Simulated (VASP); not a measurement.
Level of theory: PBE GGA with D3 dispersion (zero damping), VASP's PBE PAW potentials (set 64) (plane waves; VASP).

A VASP calculation is set up with these files.

### POSCAR
```
Ag
1
    0.0000000000     2.0450000000     2.0450000000
    2.0450000000     0.0000000000     2.0450000000
    2.0450000000     2.0450000000     0.0000000000
Ag
1
Direct
  0.0000000000   0.0000000000   0.0000000000
```

INCAR:
```
ALGO  =  Normal
EDIFF  =  1E-6
EDIFFG  =  -0.01
ENCUT  =  520
GGA  =  PE
IBRION  =  2
ISIF  =  3
ISMEAR  =  1
IVDW  =  11
LASPH  =  T
LCHARG  =  F
LMAXMIX  =  4
LREAL  =  F
LWAVE  =  F
NELM  =  100
NSW  =  60
PREC  =  Accurate
SIGMA  =  0.1
SYSTEM  =  Ag
```

### KPOINTS
```
Automatic
0
gamma
 14 14 14
0 0 0
```

POTCAR, in this order: Ag (PBE.64 set). Program: vasp_std.

Task: Predict the energy per atom (σ→0), dispersion energy, volume per atom, band gap (on the k-mesh).

Result: 
The energy per atom (σ→0) is -3.207 eV/atom. The dispersion energy is -0.506 eV and the band gap (on the k-mesh) comes out as none (metal, semimetal or under 0.01 eV). The volume per atom comes out as 16.86 Å³/atom.

**OSZICAR**
```
...
   2 F= -.32066203E+01 E0= -.32066408E+01  d E =-.769508E-03
       N       E                     dE             d eps       ncg     rms          rms(c)
DAV:   1    -0.270945566587E+01   -0.13899E-01   -0.16685E-01  1897   0.507E+00    0.615E-01
DAV:   2    -0.270081876371E+01    0.86369E-02   -0.37876E-02  1892   0.213E+00    0.198E-01
DAV:   3    -0.270060849742E+01    0.21027E-03   -0.49375E-04  1929   0.223E-01    0.132E-01
DAV:   4    -0.270054614909E+01    0.62348E-04   -0.75796E-05  1977   0.831E-02    0.578E-03
DAV:   5    -0.270054644148E+01   -0.29238E-06   -0.11927E-06  1560   0.112E-02
   3 F= -.32069491E+01 E0= -.32069317E+01  d E =-.109825E-02
```

The compound is Ag in the fcc structure. This run relaxes it. Symmetry was kept, so distortions that lower it aren't found.
